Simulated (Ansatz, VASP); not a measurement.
# Na2Ru in VASP and in Ansatz

```
Na Ru
1.0
     1.41625    0.81767    8.38620
    -1.41625    0.81767    8.38620
     0.00000   -1.63535    8.38620
Na Ru
2 1
Cartesian
  0.0000 0.0000 19.3204
  0.0000 0.0000 14.2240
  0.0000 0.0000 -0.0004
```

Alike in both runs: functional PBE; k mesh 6 × 6 × 6; occupations gaussian, width 0.1 eV; no spin polarisation.

Ansatz relaxed the structure, and its values are those at the end. VASP's run is a single point on that final structure, the one shown.

```csv
,VASP,Ansatz
version,VASP 6.6.1,Ansatz 0.2.0
potentials or method,"VASP PAW PBE potentials, release 64 (Na_pv, Ru_pv)","scalar-relativistic, plane waves, PAW"
plane-wave cutoff (eV),520,420
valence electrons in the cell,28,34
```

|  | VASP | Ansatz | Ansatz less VASP |
| --- | --- | --- | --- |
| gap on the k mesh at the Fermi level (eV) | none | none | - |
| pressure (GPa) | -0.2 | -0.3 | -0.03 |
| rms of the force components (eV/Å) | 0.008 | 0.009 | +0.0015 |

A gap of «none» marks a metal or a gap that the smearing closes. The two sets of potentials don't hold the same shells in valence.

Caveats: the k mesh is coarse (spacing up to 0.43 Å⁻¹), so the values aren't converged.
